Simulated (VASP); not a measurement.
Computed with r2SCAN meta-GGA, VASP's PBE PAW potentials (set 64) (plane waves; VASP 6.6.1).

Input for VASP

### KPOINTS
```
Automatic mesh
0
Gamma
 14 14 8
```

### INCAR
```
SYSTEM  =  Sb
PREC  =  Accurate; ENCUT  =  400; LREAL  =  .False.
LASPH  =  .True.
EDIFF  =  1E-7; NELM  =  100; ALGO  =  Normal
LMAXMIX  =  4; LMIXTAU  =  .True.
ISMEAR  =  -5
METAGGA  =  R2SCAN
ISIF  =  2
LWAVE  =  .False.; LCHARG  =  .False.; LORBIT  =  11
NEDOS  =  601
```

File KPOINTS_OPT:
```
k-points along high-symmetry lines
6
Line-mode
Reciprocal
  0.000000   0.000000   0.000000 ! GAMMA
  0.500000   0.000000   0.000000 ! M

  0.500000   0.000000   0.000000 ! M
  0.333333   0.333333   0.000000 ! K

  0.333333   0.333333   0.000000 ! K
  0.000000   0.000000   0.000000 ! GAMMA

  0.000000   0.000000   0.000000 ! GAMMA
  0.000000   0.000000   0.500000 ! A

  0.000000   0.000000   0.500000 ! A
  0.500000   0.000000   0.500000 ! L

  0.500000   0.000000   0.500000 ! L
  0.333333   0.333333   0.500000 ! H

  0.333333   0.333333   0.500000 ! H
  0.000000   0.000000   0.500000 ! A

  0.500000   0.000000   0.500000 ! L
  0.500000   0.000000   0.000000 ! M

  0.333333   0.333333   0.500000 ! H
  0.333333   0.333333   0.000000 ! K
```

**POSCAR**
```
Sb
1
    3.3411851025    -0.0000000000     0.0000000000
   -1.6705925512     2.8935509821    -0.0000000000
    0.0000000000     0.0000000000     5.5697694803
Sb
2
Direct
  0.3333330000   0.6666670000   0.2500000000
  0.6666670000   0.3333330000   0.7500000000
```

POTCAR, in this order: Sb (PBE.64 set). Program: vasp_std.

The resulting files:

OUTCAR:
```
 ion  position               nearest neighbor table
   1  0.333  0.667  0.250-   2 3.39   2 3.39   2 3.39   2 3.39   2 3.39   2 3.39
   2  0.667  0.333  0.750-   1 3.39   1 3.39   1 3.39   1 3.39   1 3.39   1 3.39
  LATTYP: Found a hexagonal cell.
 ALAT       =     3.3411851025
 C/A-ratio  =     1.6670041645
 Subroutine PRICEL returns:
 Original cell was already a primitive cell.
 Subroutine GETGRP returns: Found 24 space group operations
The static configuration has the point symmetry D_3d.
 The point group associated with its full space group is D_6h.
The dynamic configuration has the point symmetry D_3d.
 Subroutine INISYM returns: Found 24 space group operations
 Subroutine IBZKPT returns following result:
 Found    120 irreducible k-points:

 Following reciprocal coordinates:
            Coordinates               Weight
  0.000000  0.000000  0.000000      1.000000
  0.071429  0.000000  0.000000      6.000000
  0.142857  0.000000  0.000000      6.000000
  0.214286 -0.000000  0.000000      6.000000
  0.285714  0.000000  0.000000      6.000000
  0.357143  0.000000  0.000000      6.000000
  0.428571 -0.000000  0.000000      6.000000
  0.500000  0.000000  0.000000      3.000000
  0.071429  0.071429  0.000000      6.000000
  0.142857  0.071429  0.000000     12.000000
  0.214286  0.071429  0.000000     12.000000
  0.285714  0.071429  0.000000     12.000000
  0.357143  0.071429  0.000000     12.000000
  0.428571  0.071429  0.000000     12.000000
  0.142857  0.142857  0.000000      6.000000
  0.214286  0.142857  0.000000     12.000000
  0.285714  0.142857  0.000000     12.000000
  0.357143  0.142857  0.000000     12.000000
  0.428571  0.142857  0.000000      6.000000
  0.214286  0.214286  0.000000      6.000000
  0.285714  0.214286  0.000000     12.000000
  0.357143  0.214286  0.000000     12.000000
...
```

File OSZICAR:
```
       N       E                     dE             d eps       ncg     rms          rms(c)
DAV:   1    -0.116520613965E+02   -0.11652E+02   -0.33415E+03  2160   0.749E+02
DAV:   2    -0.505553174126E+02   -0.38903E+02   -0.38249E+02  3196   0.118E+02
DAV:   3    -0.517833540664E+02   -0.12280E+01   -0.12189E+01  2533   0.260E+01
DAV:   4    -0.517921550833E+02   -0.88010E-02   -0.88394E-02  2508   0.262E+00
DAV:   5    -0.517922271719E+02   -0.72089E-04   -0.72421E-04  2360   0.247E-01    0.205E+00
DAV:   6    -0.504422210877E+02    0.13500E+01   -0.96599E-02  2180   0.307E+00    0.144E+00
DAV:   7    -0.500230298810E+02    0.41919E+00   -0.71112E-01  2236   0.590E+00    0.938E-01
DAV:   8    -0.503965292694E+02   -0.37350E+00   -0.11425E-01  2265   0.264E+00    0.316E-01
DAV:   9    -0.503988490641E+02   -0.23198E-02   -0.20128E-03  2322   0.409E-01    0.323E-01
DAV:  10    -0.503684209699E+02    0.30428E-01   -0.14376E-03  2241   0.316E-01    0.390E-01
DAV:  11    -0.504654491869E+02   -0.97028E-01   -0.26333E-02  2222   0.111E+00    0.214E-01
DAV:  12    -0.505600997305E+02   -0.94651E-01   -0.90217E-02  2300   0.215E+00    0.475E-01
DAV:  13    -0.505535425587E+02    0.65572E-02   -0.54004E-03  2218   0.774E-01    0.373E-01
DAV:  14    -0.505530850513E+02    0.45751E-03   -0.24010E-04  2570   0.135E-01    0.375E-01
DAV:  15    -0.505451911408E+02    0.78939E-02   -0.54937E-03  2182   0.741E-01    0.551E-01
DAV:  16    -0.505457266232E+02   -0.53548E-03   -0.13291E-03  2182   0.367E-01    0.729E-01
DAV:  17    -0.505490867519E+02   -0.33601E-02   -0.22349E-03  2185   0.443E-01    0.529E-01
DAV:  18    -0.505513885688E+02   -0.23018E-02   -0.59751E-03  2196   0.678E-01    0.284E-01
DAV:  19    -0.505528583844E+02   -0.14698E-02   -0.57761E-03  2226   0.669E-01    0.749E-02
DAV:  20    -0.505528724152E+02   -0.14031E-04   -0.74130E-04  2365   0.245E-01    0.192E-02
DAV:  21    -0.505529410272E+02   -0.68612E-04   -0.46794E-05  2221   0.743E-02    0.102E-02
DAV:  22    -0.505529445037E+02   -0.34765E-05   -0.92221E-06  2188   0.366E-02    0.354E-03
DAV:  23    -0.505529595822E+02   -0.15079E-04   -0.84265E-06  2180   0.347E-02    0.162E-03
DAV:  24    -0.505529641380E+02   -0.45558E-05   -0.21468E-06  2180   0.162E-02    0.631E-04
DAV:  25    -0.505529663035E+02   -0.21655E-05   -0.74365E-07  2206   0.963E-03    0.635E-04
DAV:  26    -0.505529649005E+02    0.14031E-05   -0.26694E-07  2163   0.495E-03    0.337E-04
DAV:  27    -0.505529647959E+02    0.10457E-06   -0.22646E-08  1089   0.155E-03    0.760E-05
DAV:  28    -0.505529646367E+02    0.15921E-06   -0.67453E-09  1084   0.979E-04    0.901E-05
DAV:  29    -0.505529647189E+02   -0.82203E-07   -0.86505E-10  1083   0.298E-04
   1 F= -.50552965E+02 E0= -.50552965E+02  d E =0.000000E+00
       N       E                     dE             ncg
```

OUTCAR:
```
------------------------ aborting loop because EDIFF is reached ----------------------------------------
  FORCE on cell =-STRESS in cart. coord.  units (eV):
  Direction    XX          YY          ZZ          XY          YZ          ZX
  --------------------------------------------------------------------------------------
  Total        0.2204134      0.2204133      0.0266706      0.0000000      0.0000000      0.0000000
  in kB        6.5581235      6.5581226      0.7935502      0.0000000      0.0000000      0.0000000
  external PRESSURE =       4.6365988 kB  Pullay stress =       0.0000000 kB
  volume of cell :       53.85
      direct lattice vectors                 reciprocal lattice vectors
     3.341185102  0.000000000  0.000000000     0.299295001  0.172798061  0.000000000
    -1.670592551  2.893550982  0.000000000     0.000000000  0.345596123  0.000000000
     0.000000000  0.000000000  5.569769480     0.000000000  0.000000000  0.179540644
 POSITION                                       TOTAL-FORCE (eV/Angst)
 -----------------------------------------------------------------------------------
     -0.00000      1.92903      1.39244        -0.000000      0.000000      0.000000
      1.67059      0.96452      4.17733         0.000000     -0.000000      0.000000
 -----------------------------------------------------------------------------------
    total drift:                                0.000034     -0.000020      0.000073
  FREE ENERGIE OF THE ION-ELECTRON SYSTEM (eV)
  ---------------------------------------------------
  free  energy   TOTEN  =       -50.5529647189 eV

  energy  without entropy=      -50.5529647189  energy(sigma->0) =      -50.55296472

 total charge

# of ion       s       p       d       tot
------------------------------------------
    1        1.237   1.043   0.040   2.321
    2        1.237   1.043   0.040   2.321
--------------------------------------------------
tot          2.475   2.087   0.080   4.642
```
(Selected blocks of OUTCAR.)

For a metal the tetrahedron method with Blöchl corrections gives inexact stress and forces.

The structure comes from a computed database's Sb entry (P6_3/mmc); how it stands against other phases isn't given here. It was relaxed first.
